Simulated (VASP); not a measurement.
Crystal: GaN.

```xyz
2
Lattice="0.0000 2.2535 2.2535 2.2535 0.0000 2.2535 2.2535 2.2535 0.0000" Properties=species:S:1:pos:R:3 pbc="T T T"
Ga    0.0000    0.0000    0.0000
N     3.3803    3.3803    3.3803
```

The cell is a database's computed one.

Base run:

| Property | Result |
| --- | --- |
| Program | VASP 6.6.1 |
| Functional | LDA |
| Potentials or basis | VASP PAW LDA potentials, release 64 (Ga_d, N) |
| Cutoff | 520 eV |
| k mesh | 12 × 12 × 12 |
| Occupations | gaussian, width 0.05 eV |
| Spin | no spin polarisation |

Its results: band gap on the k mesh 1.75 eV, direct; pressure -5.5 GPa.

**Question.** The run is repeated on the same cell with these changes: k mesh from 12 × 12 × 12 to 12 × 12 × 12, shifted; further incar settings from ALGO = Normal; EDIFF = 1e-06; NBANDS = 16 to ALGO = Fast; EDIFF = 1e-06; NBANDS = 16; ISYM = 0. What comes out?

**Answer.** Band gap on the k mesh 1.98 eV, direct; pressure -5.6 GPa.

A k mesh can miss the band edges.
